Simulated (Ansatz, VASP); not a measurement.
## Cross-check of CsIrCl3 between VASP and Ansatz

Aim: how closely do two programs agree when they are given the same cell, functional and k mesh? The cell is generated by rule, not measured, and may not be a known phase. The two relaxations start from unlike cells of this crystal (the structure described is Ansatz's start), so only their ends are compared.

Calculated with Ansatz 0.2.0; plane waves, with VASP 6.6.1 beside it; relaxation of cell and atoms at PBE.

The structure was built from a prototype and need not be the compound's stable phase.

### 1. The structure

Symmetry: Pm-3m, No. 221, cubic system. Conventional cell: a = 5.366 Å, b = 5.366 Å, c = 5.366 Å, α = 90.00°, β = 90.00°, γ = 90.00°. Nearest to Cs lie 12 Cl at 3.79 Å. Ir has 6 Cl at 2.68 Å nearest. Cl has 2 Ir at 2.68 Å and 4 Cs at 3.79 Å nearest. Farther neighbours and most contacts between anions are not listed.

As a file:

```cif
data_structure
_symmetry_space_group_name_H-M 'P 1'
_symmetry_Int_Tables_number 1
_cell_length_a 5.3658
_cell_length_b 5.3658
_cell_length_c 5.3658
_cell_angle_alpha 90.000
_cell_angle_beta 90.000
_cell_angle_gamma 90.000
_cell_volume 154.49
loop_
_atom_site_label
_atom_site_type_symbol
_atom_site_fract_x
_atom_site_fract_y
_atom_site_fract_z
_atom_site_occupancy
Cs1 Cs 0.00000 0.00000 0.00000 1
Ir2 Ir 0.50000 0.50000 0.50000 1
Cl3 Cl 0.50000 0.50000 0.00000 1
Cl4 Cl 0.50000 0.00000 0.50000 1
Cl5 Cl 0.00000 0.50000 0.50000 1
```

### 2. VASP: relaxation of cell and atoms, PBE

The relaxed volume is the usual yardstick between codes: in a stiff, nearly cubic crystal its relative difference is about their pressure difference at one cell divided by the bulk modulus.

Lines of VASP's logs that name or quote its potential files are left out, and so is its time.

File INCAR:

```
SYSTEM = CsIrCl3
PREC = Accurate
ENCUT = 500
EDIFF = 1E-07
NELM = 120
ISMEAR = -1
SIGMA = 0.02
LREAL = .FALSE.
ALGO = Normal
GGA = PE
NBANDS = 25
LASPH = .TRUE.
LORBIT = 11
LWAVE = .FALSE.
LCHARG = .FALSE.
ISIF = 3
IBRION = 2
NSW = 80
EDIFFG = -0.005
GGA_COMPAT = .FALSE.
NELMIN = 4
KPAR = 2
```

File POSCAR:

```
CsIrCl3
1.0
    4.9901016959      0.0000000000      0.0000000000
    0.0000000000      4.9901016959      0.0000000000
    0.0000000000      0.0000000000      4.9901016959
Cs Ir Cl
1 1 3
Direct
    0.0000000000      0.0000000000      0.0000000000
    0.5000000000      0.5000000000      0.5000000000
    0.5000000000      0.5000000000      0.0000000000
    0.5000000000      0.0000000000      0.5000000000
    0.0000000000      0.5000000000      0.5000000000
```

File KPOINTS:

```
Automatic mesh
0
Gamma
4 4 4
0 0 0
```

The projector-augmented-wave data sets are Cs_sv, Ir and Cl (PBE family, release 64).

Launch:

```sh
$ mpirun -np 2 vasp_std
```

Numbers of over 12 decimals in the logs are rounded to 6 here.

Log:

```text
[banner, memory and clock lines left out]
running    2 mpi-ranks, on    1 nodes
 distrk:  each k-point on    1 cores,    2 groups
 distr:  one band on    1 cores,    1 groups

 POSCAR found type information on POSCAR CsIrCl
 POSCAR found :  3 types and       5 ions
 LDA part: xc-table for (Slater+PW92), standard interpolation
 POSCAR, INCAR and KPOINTS ok, starting setup
 FFT: planning ... GRIDC
 FFT: planning ... GRID_SOFT
 FFT: planning ... GRID
 WAVECAR not read
 entering main loop
       N       E                     dE             d eps       ncg     rms          rms(c)
DAV:   1     0.310447228901E+03    0.31045E+03   -0.17018E+04   500   0.134E+03
DAV:   2     0.109721776274E+02   -0.29948E+03   -0.28742E+03   588   0.287E+02
DAV:   3    -0.191219257170E+02   -0.30094E+02   -0.29692E+02   670   0.956E+01
DAV:   4    -0.198016437889E+02   -0.67972E+00   -0.67788E+00   639   0.177E+01
DAV:   5    -0.198206024848E+02   -0.18959E-01   -0.18953E-01   673   0.266E+00    0.136E+01
DAV:   6    -0.190229768408E+02    0.79763E+00   -0.38787E+00   681   0.144E+01    0.850E+00
DAV:   7    -0.190084970168E+02    0.14480E-01   -0.32781E-01   705   0.472E+00    0.436E+00
DAV:   8    -0.190108635708E+02   -0.23666E-02   -0.30509E-02   575   0.119E+00    0.428E-01
DAV:   9    -0.190115794977E+02   -0.71593E-03   -0.38525E-03   670   0.411E-01    0.170E-01
DAV:  10    -0.190117880869E+02   -0.20859E-03   -0.35273E-04   567   0.140E-01    0.793E-02
DAV:  11    -0.190118365258E+02   -0.48439E-04   -0.88583E-05   620   0.648E-02    0.204E-02
DAV:  12    -0.190118473862E+02   -0.10860E-04   -0.12715E-05   576   0.244E-02    0.501E-03
DAV:  13    -0.190118483885E+02   -0.10023E-05   -0.10285E-06   651   0.643E-03    0.532E-03
DAV:  14    -0.190118484505E+02   -0.61999E-07   -0.22127E-07   490   0.372E-03
   1 F= -.19011848E+02 E0= -.19010473E+02  d E =-.190118E+02
 curvature:   0.00 expect dE= 0.000E+00 dE for cont linesearch  0.000E+00
 trial: gam= 0.00000 g(F)=  0.000E+00 g(S)=  0.110E-03 ort = 0.000E+00 (trialstep = 0.100E+01)
 search vector abs. value=  0.110E-03
 bond charge predicted
       N       E                     dE             d eps       ncg     rms          rms(c)
DAV:   1    -0.190125957160E+02   -0.74733E-03   -0.17943E-02   563   0.967E-01    0.163E-01
DAV:   2    -0.190119964703E+02    0.59925E-03   -0.12779E-03   636   0.243E-01    0.630E-02
DAV:   3    -0.190118912870E+02    0.10518E-03   -0.31232E-04   546   0.901E-02    0.365E-02
DAV:   4    -0.190118922666E+02   -0.97959E-06   -0.14260E-05   640   0.235E-02    0.168E-02
DAV:   5    -0.190118953543E+02   -0.30877E-05   -0.17528E-06   605   0.768E-03    0.360E-03
DAV:   6    -0.190118960437E+02   -0.68943E-06   -0.12099E-07   369   0.204E-03    0.135E-03
DAV:   7    -0.190118962216E+02   -0.17789E-06   -0.28773E-08   286   0.140E-03    0.303E-04
DAV:   8    -0.190118962677E+02   -0.46085E-07   -0.74857E-09   283   0.857E-04
   2 F= -.19011896E+02 E0= -.19010506E+02  d E =-.478172E-04
 trial-energy change:   -0.000048  1 .order   -0.000047   -0.000110    0.000017
 step:   0.8750(harm=  0.8684)  dis= 0.00000  next Energy=   -19.011897 (dE=-0.489E-04)
 reached required accuracy - stopping structural energy minimisation
```

From OUTCAR (step 2):

```text
ion  position               nearest neighbor table
   1  0.000  0.000  0.000-
   2  0.500  0.500  0.500-   3 2.50   4 2.50   5 2.50   3 2.50   4 2.50   5 2.50
   3  0.500  0.500  0.000-   2 2.50   2 2.50
   4  0.500  0.000  0.500-   2 2.50   2 2.50
   5  0.000  0.500  0.500-   2 2.50   2 2.50

  LATTYP: Found a simple cubic cell.
 ALAT       =     4.9901016959

 Subroutine GETGRP returns: Found 48 space group operations
 (whereof 48 operations were pure point group operations)

The static configuration has the point symmetry O_h .

 Found     10 irreducible k-points:

   k-points           NKPTS =     10   k-points in BZ     NKDIM =     10   number of bands    NBANDS=     25

   dimension x,y,z NGX =    36 NGY =   36 NGZ =   36
   dimension x,y,z NGXF=    72 NGYF=   72 NGZF=   72

   ENCUT  =  500.0 eV  36.75 Ry    6.06 a.u.   9.10  9.10  9.10*2*pi/ulx,y,z

   NELECT =      39.0000    total number of electrons

 k-points in reciprocal lattice and weights: Automatic mesh
   0.00000000  0.00000000  0.00000000       0.016
   0.25000000  0.00000000  0.00000000       0.094
   0.50000000  0.00000000  0.00000000       0.047
   0.25000000  0.25000000  0.00000000       0.188
   0.50000000  0.25000000  0.00000000       0.188
   0.50000000  0.50000000  0.00000000       0.047
   0.25000000  0.25000000  0.25000000       0.125
   0.50000000  0.25000000  0.25000000       0.188
   0.50000000  0.50000000  0.25000000       0.094
   0.50000000  0.50000000  0.50000000       0.016

 average (electrostatic) potential at core
       1 -47.0538       2 -54.4997       3 -92.7732       4 -92.7732       5 -92.7732

 E-fermi :   3.0596

 k-point     1 :       0.0000    0.0000    0.0000
  band No.  band energies     occupation
    ...
     17       1.4438      2.00000
     18       1.4438      2.00000
     19       1.4438      2.00000
     20       2.2237      2.00000
     21       2.2237      2.00000
     22       4.6303      0.00000
     23       7.5241      0.00000
     24       7.5241      0.00000
     25       7.7851      0.00000

 k-point     2 :       0.2500    0.0000    0.0000
  band No.  band energies     occupation
    ...
     17       1.4570      2.00000
     18       2.2125      2.00000
     19       2.2125      2.00000
     20       2.2263      2.00000
     21       3.0163      1.79440
     22       6.1530      0.00000
     23       8.1527      0.00000
     24       8.1927      0.00000
     25       8.6809      0.00000

 k-point     3 :       0.5000    0.0000    0.0000
  band No.  band energies     occupation
    ...
     16       0.2852      2.00000
     17       1.4703      2.00000
     18       2.2288      2.00000
     19       2.7625      2.00000
     20       2.7625      2.00000
     21       3.2196      0.00067
     22       8.6879      0.00000
     23       9.0164      0.00000
     24       9.0519      0.00000
     25       9.4373      0.00000

  Total        0.0093289      0.0093289      0.0093289     -0.0000000     -0.0000000      0.0000000
  in kB        0.1205005      0.1205005      0.1205005     -0.0000000     -0.0000000      0.0000000
  external PRESSURE =       0.1205005 kB  Pullay stress =       0.0000000 kB

  energy-cutoff  :      500.00
  volume of cell :      124.04
      direct lattice vectors                 reciprocal lattice vectors
     4.987136982  0.000000000  0.000000000     0.200515848 -0.000000000  0.000000000
     0.000000000  4.987136982  0.000000000    -0.000000000  0.200515848  0.000000000
     0.000000000  0.000000000  4.987136982    -0.000000000 -0.000000000  0.200515848

 POSITION                                       TOTAL-FORCE (eV/Angst)
 -----------------------------------------------------------------------------------
      0.00000      0.00000      0.00000        -0.000000      0.000000      0.000000
      2.49357      2.49357      2.49357         0.000000      0.000000      0.000000
      2.49357      2.49357      0.00000        -0.000000      0.000000      0.000000
      2.49357      0.00000      2.49357        -0.000000      0.000000      0.000000
      0.00000      2.49357      2.49357         0.000000      0.000000      0.000000
 -----------------------------------------------------------------------------------
    total drift:                                0.000000      0.000000      0.000000

  FREE ENERGIE OF THE ION-ELECTRON SYSTEM (eV)
  ---------------------------------------------------
  free  energy   TOTEN  =       -19.0118962677 eV

  energy  without entropy=      -19.0091148487  energy(sigma->0) =      -19.01050556

 reached required accuracy - stopping structural energy minimisation

 total charge
# of ion       s       p       d       tot
------------------------------------------
    1        1.835   4.718   0.033   6.587
    2        0.450   0.349   7.093   7.891
    3        1.600   3.484   0.000   5.084
    4        1.600   3.484   0.000   5.084
    5        1.600   3.484   0.000   5.084
--------------------------------------------------
tot          7.085  15.519   7.126  29.730

[... 3 further parts left out ...]
```

This run has no spin polarisation, so a moment on Ir, if there is one, isn't seen. Its electron count is odd, so without a moment it is a metal by construction.

### 3. Ansatz: relaxation of cell and atoms, PBE

Ansatz runs on its default PAW (the set named soft_2) files.

Its own start cell and the same functional, mesh and smearing now go to Ansatz, which takes its cutoff from its data sets.

File input.yaml:

```yaml
crystal:
  lattice:
    - [5.3658, 0.0, 0.0]
    - [0.0, 5.3658, 0.0]
    - [0.0, 0.0, 5.3658]
  atoms:
    - { symbol: Cs, position: [0.0, 0.0, 0.0] }
    - { symbol: Ir, position: [0.5, 0.5, 0.5] }
    - { symbol: Cl, position: [0.5, 0.5, 0.0] }
    - { symbol: Cl, position: [0.5, 0.0, 0.5] }
    - { symbol: Cl, position: [0.0, 0.5, 0.5] }
kpoints:
  mp_grid: { grid: [4, 4, 4] }
hamiltonian:
  xc: pbe
scf:
  occupations: { method: fermi_dirac, width: 0.02 }
relax:
  f_tol: 0.01
  max_steps: 80
  cell: {}
```

Launch:

```sh
$ ansatz run input.yaml --threads 4 --pin off --max-ram 9216MiB --backend cpu --events-out ev --progress --plain --runs-dir out
```

Log:

```text
Engine: ansatz 0.2.0, aarch64-unknown-linux-gnu
Pseudopotentials: kind: paw
Pseudopotential: Cs, paw, valence charge 9, recommended cutoff 420 eV (normal), Cs.paw.azcp
Pseudopotential: Ir, paw, valence charge 17, recommended cutoff 420 eV (normal), Ir.paw.azcp
Pseudopotential: Cl, paw, valence charge 7, recommended cutoff 420 eV (normal), Cl.paw.azcp
Functional definition: PBE
  parameter kappa = 0.804
  parameter beta = 0.066725
  exchange = pbe_x(kappa = kappa, mu = beta*pi^2/3)
  correlation = pbe_c(beta = beta)
Crystal: 5 atoms, lattice volume = 154.491 Å³
Basis set: ecut = 420 eV, 2969 PW (Γ), exchange–correlation on 72×72×72 points (8 copies of the dense FFT grid, shifted against one another)
Bands: 29, of which v1, the nominal top of the filled ones, is band 24 counted from 1 (23 counted from 0)
Symmetry: 48 space group operations
Space group: Pm-3m (ITA 221), of the structure as read, at distance tolerance 5.4e-5 Å
k-points: 10 of 64
Non-local potential: Cs, projectors of the file, l = 0: 3, l = 1: 2, l = 2: 2, l = 3: 2
Non-local potential: Ir, projectors of the file, l = 0: 3, l = 1: 2, l = 2: 2, l = 3: 1
Non-local potential: Cl, projectors of the file, l = 0: 2, l = 1: 2, l = 2: 2
PAW form: soft (Blöchl's): semilocal exchange-correlation on the pseudo side does not see the compensation charge
PAW one-centre angular grid: Cs, 194 points (default); XC on 64 Gauss nodes
PAW one-centre angular grid: Ir, 590 points (default); XC on 64 Gauss nodes
PAW one-centre angular grid: Cl, 110 points (default); XC on 64 Gauss nodes
Initial density: superposition of atomic densities (neutral atoms: chi_scale 0, normalization atom), corrected by the library's trained network
Initial wavefunctions: pseudopotential atomic-orbital guess
Functional: x = pbe(κ = 0.804, μ = 0.219515), c = pbe(β = 0.066725)
SCF iter   1: F=—  HF=-20847.618339 eV  |F-HF|=—  |Δ(HF+E_count)|=         —  Δρ=2.58e-3  dr2=1.09e-2  ethr=1.77e-3  ⟨swp⟩=7.8  Hψ=1334  notcnv=0
preconditioner: auto → LDOS  [insulator: Δε(μ)=0.065 eV  Ē_g=9.377 eV  σ=0.020 eV  W_gap=0.52  n_scr=26 (ndim 8)  ℏωp=18.2 eV  f_vac=0.046  D(μ)=3.71/eV (n_scr^D=26)  ε∞_Penn≈4.8  β→1.0]
SCF iter   2: F=—  HF=-20847.618821 eV  |F-HF|=—  |Δ(HF+E_count)|=   4.82e-4  Δρ=7.26e-4  dr2=1.25e-3  ethr=2.32e-5  ⟨swp⟩=3.0  Hψ=655  notcnv=0  defer=9
SCF iter   3: F=—  HF=-20847.618639 eV  |F-HF|=—  |Δ(HF+E_count)|=   1.81e-4  Δρ=3.90e-4  dr2=4.02e-4  ethr=2.66e-6  ⟨swp⟩=2.0  Hψ=525  notcnv=0  defer=9
SCF iter   4: F=—  HF=-20847.618560 eV  |F-HF|=—  |Δ(HF+E_count)|=   7.94e-5  Δρ=9.66e-5  dr2=2.54e-5  ethr=8.55e-7  ⟨swp⟩=2.1  Hψ=466  notcnv=0  defer=9
SCF iter   5: F=—  HF=-20847.618573 eV  |F-HF|=—  |Δ(HF+E_count)|=   1.35e-5  Δρ=1.86e-5  dr2=7.63e-7  ethr=5.41e-8  ⟨swp⟩=2.2  Hψ=441  notcnv=0  defer=9
SCF iter   6: F=-20847.618573 eV  HF=-20847.618573 eV  |F-HF|=7.97e-9  |Δ(HF+E_count)|=   1.59e-7  Δρ=4.04e-6  dr2=2.23e-8  ethr=2.13e-10  ⟨swp⟩=4.8  Hψ=1015  notcnv=0
SCF 1 converged in 6 iterations: F = -20847.618573 eV  dr2 = 2.23e-8
  greatest PAW one-centre occupation: 1.000 electrons in one spin orbital (limit 2), on the Ir atom at site 1 (counted from 0), in its partial waves of l = 0
relax step   1: F+E_penalty+E_count = -20847.61857344 eV  Δ(F+E_penalty+E_count) = +0.000e0 eV  max|allowed force component| = 1.843e-28 eV/Å  Δτ_max = 0.0000 Å  P = -6.388 GPa  Ω = 154.491 Å³  (6 SCF iters, dr2 threshold 1.00e-7 eV, accepted)
[...]
relax step   2: F+E_penalty+E_count = -20848.29325343 eV  Δ(F+E_penalty+E_count) = -6.747e-1 eV  max|allowed force component| = 3.027e-29 eV/Å  Δτ_max = 0.0000 Å  P = -3.003 GPa  Ω = 132.980 Å³  energy of the carried Pulay correction = +1.065e-3 eV  (6 SCF iters, dr2 threshold 5.00e-7 eV, accepted)
[...]
relax step   3: F+E_penalty+E_count = -20848.34323235 eV  Δ(F+E_penalty+E_count) = -4.998e-2 eV  max|allowed force component| = 1.528e-29 eV/Å  Δτ_max = 0.0000 Å  P = +2.568 GPa  Ω = 118.409 Å³  energy of the carried Pulay correction = +1.883e-3 eV  (6 SCF iters, dr2 threshold 5.00e-7 eV, accepted)
[...]
relax step   4: F+E_penalty+E_count = -20848.38419205 eV  Δ(F+E_penalty+E_count) = -4.096e-2 eV  max|allowed force component| = 4.123e-29 eV/Å  Δτ_max = 0.0000 Å  P = -0.322 GPa  Ω = 124.708 Å³  energy of the carried Pulay correction = +1.519e-3 eV  (5 SCF iters, dr2 threshold 5.00e-7 eV, accepted)
[...]
relax step   5: F+E_penalty+E_count = -20848.38503897 eV  Δ(F+E_penalty+E_count) = -8.469e-4 eV  max|allowed force component| = 2.072e-29 eV/Å  Δτ_max = 0.0000 Å  P = -0.027 GPa  Ω = 123.973 Å³  energy of the carried Pulay correction = +1.560e-3 eV  (4 SCF iters, dr2 threshold 2.59e-7 eV, accepted)
[...]
relax step   6: F+E_penalty+E_count = -20848.38271949 eV  Δ(F+E_penalty+E_count) = +2.319e-3 eV  max|allowed force component| = 9.572e-30 eV/Å  Δτ_max = 0.0000 Å  P = -0.024 GPa  Ω = 123.973 Å³  stress off target by 2.39e-2 GPa  SCF on the basis re-selected at this cell (its energy is not comparable with the rows above)  (6 SCF iters)
basis re-selected at this cell: Δ(F+E_penalty+E_count) = +2.319e-3 eV, ΔP = +0.004 GPa vs the last step (what re-selecting the basis moved, of the pressure what is left beyond the Pulay correction that the steps carried, after the strain that the cell walked since its last selection, with what the two solves' SCF thresholds leave and, on support functions, any second-order correction that the steps lacked; it is no m [...]
SCF converged after 6 iterations
Free energy (F): -20848.382719 eV
Harris-Foulkes:  -20848.382719 eV  (|F-HF|=3.64e-12)
Internal energy: -20848.380063 eV  (E = F + TS)
E sigma→0 (E₀):  -20848.381391 eV
Entropy (-TS):   -0.002656 eV (-0.531 meV/atom)
Fermi energy:    7.204307 eV
--- Per-component energies (eV) ---
  E_band       = -385.831651
  E_kinetic    = 1252.194204
  E_local      = -3453.132686  (includes V_loc(G=0)·N_el)
  E_nonlocal   = 190.379858
  E_hartree    = 1330.273071
  E_xc         = -762.801851
  E_vxc        = -791.484481  (∫ρ·V_xc dr)
  E_paw        = -16268.753195  (= ΣΔE_a)
  E_vpaw       = -244.334952  (= ΣTr[D̂ρ^β])
  E_aug_tail   = 0.000331  (compensation charges beyond the density's cutoff)
  E_ewald      = -3136.539795
  E_smearing   = -0.002656  (= −TS)
  E_closure    = -0.000000  (closes the sum)
  Σ components = -20848.382719   (vs F -20848.382719, Δ=0.00e0)
--- Forces (eV/Å), atoms counted from 1 ---
  atom   1  Cs    -0.00000000     0.00000000     0.00000000
  atom   2  Ir    -0.00000000     0.00000000     0.00000000
  atom   3  Cl    -0.00000000     0.00000000     0.00000000
  atom   4  Cl     0.00000000     0.00000000     0.00000000
  atom   5  Cl    -0.00000000     0.00000000    -0.00000000
  max |Σ_I F_I| component: 1.53e-29 eV/Å
--- Stress (GPa, compression-positive) ---
       -0.023875       0.000000       0.000000
        0.000000      -0.023875      -0.000000
        0.000000      -0.000000      -0.023875
  P = ⅓ Tr σ = -0.0239 GPa (-0.239 kbar)
--- Relaxed structure (5 steps of the walk, 5 accepted, 1 SCFs on fresh bases) ---
  F+E_penalty+E_count = -20848.38271949 eV   max|allowed force component| = 9.572e-30 eV/Å   (the final SCF, on the basis selected at the relaxed cell)
  cell:  # Å, volume = 123.9731 Å³
    - [4.986271, 0, 0]
    - [0, 4.986271, 0.0]
    - [0, 0.0, 4.986271]
  atoms:
    - { symbol: Cs, position: [0, 0, 0] }
    - { symbol: Ir, position: [0.5, 0.5, 0.5] }
    - { symbol: Cl, position: [0.5, 0.5, 0] }
    - { symbol: Cl, position: [0.5, 0, 0.5] }
    - { symbol: Cl, position: [0, 0.5, 0.5] }
```

### 4. Differences

Known differences besides the potentials themselves: the data sets hold 47 valence electrons in Ansatz (on its default PAW (the set named soft_2) files) and 39 in VASP; the cutoff is 420 eV in Ansatz and 500 eV in VASP; Ansatz adds a Pulay correction to the stress that steers its cell, VASP none. Total energies have different zeros and are not compared.

The two programs side by side:

| quantity | Ansatz | VASP | difference |
| --- | --- | --- | --- |
| volume (Å³) | 123.97 | 124.04 | -0.05 % |
| edge a after relaxation, in the typed setting (Å) | 4.986 | 4.987 | -0.02 % |

### 5. What came out

* difference in volume (relaxation of cell and atoms, PBE): -0.052 %

In words: The difference in volume is -0.052 % (relaxation of cell and atoms, PBE), within the 1.2 % picked in this series as the mark of a large difference, as far as the stopping tolerances let one tell. The data sets hold unlike numbers of valence electrons (47 in Ansatz and 39 in VASP), so part of the differences comes from the potentials. Such differences can come from data sets, numerical settings and the points named under the comparisons, not from the functional's error against experiment.

[Lines on the potential files, build, host, timing and source positions are cut from VASP's logs without a mark.]

[Logs are printed without paths, hosts, clocks, repeated set-up lines and the standing remarks that a program may print on its own settings, such as how far it seeks lower states.]

[Hosts, paths, dates, database ids (printed as entryN), source tags and the programs' standing remarks are cut or masked in the printed files.]
